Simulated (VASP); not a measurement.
Input:

```xyz
6
Lattice="5.1449 0.0000 0.0000 -2.5724 4.4556 0.0000 0.0000 0.0000 4.1515" Properties=species:S:1:pos:R:3 pbc="T T T"
Pd     2.5724     0.0000     0.0000
Pd     1.2862     2.2278     0.0000
Pd    -1.2862     2.2278     0.0000
C      0.0000     0.0000     0.0000
C      0.0000     2.9704     2.0757
C      2.5725     1.4852     2.0757
```

These are PBE GGA, VASP's PBE PAW potentials (set 64) (plane waves; VASP 6.6.1) values and carry that method's errors. Run with 400 eV cut-off, 4×4×4 Γ-centred mesh, Gaussian smearing of 0.050 eV, potentials Pd C.

At this cut-off the stress carries a Pulay error, which pulls relaxed volumes low.

Estimate the energy per atom (σ→0), pressure, band gap (on the k-mesh) with the smallest direct gap where there is one.

The band gap (on the k-mesh) comes out as none (metal, semimetal or under 0.01 eV) and the energy per atom (σ→0) is -458.1 kJ/mol-atom. The pressure is -16.28 GPa.

Only differences to runs with the same potentials and settings are physical.

The structure was generated: PdC was put into an ordered model structure, which need not be its known phase. The cell was not relaxed at this level. The k-mesh is coarse (spacing up to 0.38 per Å, 2π included), so the numbers may not be converged in it.
